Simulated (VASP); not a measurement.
MgO:

```
CELL_PARAMETERS angstrom
0.00000 2.10850 2.10850
2.10850 0.00000 2.10850
2.10850 2.10850 0.00000
ATOMIC_POSITIONS crystal
Mg 0.00000 0.00000 0.00000
O 0.50000 0.50000 0.50000
```

* Program: VASP 6.6.1
* Task: relaxation of cell and atoms
* Functional: PBE
* Potentials or basis: VASP PAW PBE potentials, release 64 (Mg, O)
* Cutoff: 520 eV
* k mesh: 12 × 12 × 12
* Occupations: gaussian, width 0.02 eV
* Spin: no spin polarisation

At the start: pressure 3.4 GPa; volume 9.37 Å³/atom.

Problem. How do energy, volume and symmetry change on relaxing?

Solution. Over 3 steps the energy falls by 2.1 meV/atom and the volume is 9.57 Å³/atom (+2.1 %); space group Fm-3m (No. 225, to 0.05 Å).

The path:
```tsv
step	energy change (eV)	largest force (eV/Å)	pressure (GPa)	volume (Å³)
1	0.0000	0.0000	3.37	18.75
2	-0.0037	0.0000	-1.09	19.29
3	-0.0041	0.0000	0.00	19.15
```

Final structure:
```
Mg O
1.0
     0.00000    2.12341    2.12341
     2.12341    0.00000    2.12341
     2.12341    2.12341    0.00000
Mg O
1 1
Cartesian
  0.0000 0.0000 0.0000
  2.1234 2.1234 2.1234
```
